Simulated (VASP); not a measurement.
Given:

```
CELL_PARAMETERS angstrom
      0.00000     3.27634     3.27634
      3.27634     0.00000     3.27634
      3.27634     3.27634     0.00000
ATOMIC_POSITIONS crystal
  Na 0.25000 0.25000 0.25000
  Na 0.75000 0.75000 0.75000
  S  0.00000 0.00000 0.00000
```

Calculation: vdW-DF-cx, VASP's PBE PAW potentials (set 64) (plane waves; VASP). Run with 520 eV cut-off, 7×7×7 Γ-centred mesh, tetrahedra with Blöchl corrections, potentials Na_pv S.

### Question
Tabulate the total density of states (states/eV per cell) against energy (eV; zero at the valence-band maximum or, without a gap, the Fermi level).

### Answer

(E (eV), DOS (states/eV)): (-9.97, 3.00); (-9.61, 0.00); (-9.13, 0.00); (-8.77, 0.00); (-8.29, 0.00); (-7.93, 0.00); (-7.57, 0.00); (-7.09, 0.00); (-6.73, 0.00); (-6.25, 0.00); (-5.89, 0.00); (-5.41, 0.00); (-5.05, 0.00); (-4.69, 0.00); (-4.21, 0.00); (-3.85, 0.00); (-3.37, 0.00); (-3.01, 0.00); (-2.65, 0.00); (-2.17, 0.00); (-1.81, 0.00); (-1.33, 6.20); (-0.97, 1.12); (-0.61, 3.19); (-0.13, 6.33); (0.23, 0.00); (0.71, 0.00); (1.07, 0.00); (1.43, 0.00); (1.91, 0.00); (2.27, 0.00); (2.75, 0.02); (3.11, 0.09); (3.59, 0.19); (3.95, 0.48); (4.31, 1.30); (4.79, 1.90); (5.15, 1.30); (5.63, 0.00); (5.99, 1.19)
Within 2 eV below the valence-band maximum the largest weight inside VASP's projection spheres is S p.

The compound is Na2S in the antifluorite structure. It was relaxed first.
